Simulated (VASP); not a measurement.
Runs of VASP 6.6.1 on W. It takes space group Im-3m (No. 229, cubic). Conventional cell: a = 3.165 Å, b = 3.165 Å, c = 3.165 Å, α = 90.00°, β = 90.00°, γ = 90.00°. W (site symmetry m-3m) has 8 W at 2.74 Å as nearest neighbours. 

```tsv
level	potentials or basis	gap on the mesh (eV)	pressure (GPa)	relaxed volume (Å³/atom)
LDA	VASP PAW LDA potentials, release 64 (W_sv)	none	-0.1	15.51
PBE+D3(BJ)	VASP PAW PBE potentials, release 64 (W_sv)	none	0.0	(a)
PBE	VASP PAW PBE potentials, release 64 (W_sv)	none	0.0	(b)
PBEsol	VASP PAW PBE potentials, release 64 (W_sv)	none	0.0	15.73
r2SCAN	VASP PAW PBE potentials, release 64 (W_sv)	none	0.0	15.96
```

Alike in all rows: task relaxation of cell and atoms; no spin polarisation; cell relaxed; k mesh 20 × 20 × 20; cutoff (eV) 600; smearing methfessel-paxton 0.1 eV.

Estimate the missing entries.

(a) 15.80; (b) 16.16.

Caveats: the PAW data sets were made with another functional, which shifts forces and pressure a little (some runs); pairwise dispersion overbinds metals, which lowers pressure and volume (some runs).

A k mesh can miss the band edges, and the runs leave out spin-orbit coupling on W.

A gap of «none» marks a metal or a gap under the smearing width.

Not every run made on this cell is shown here.
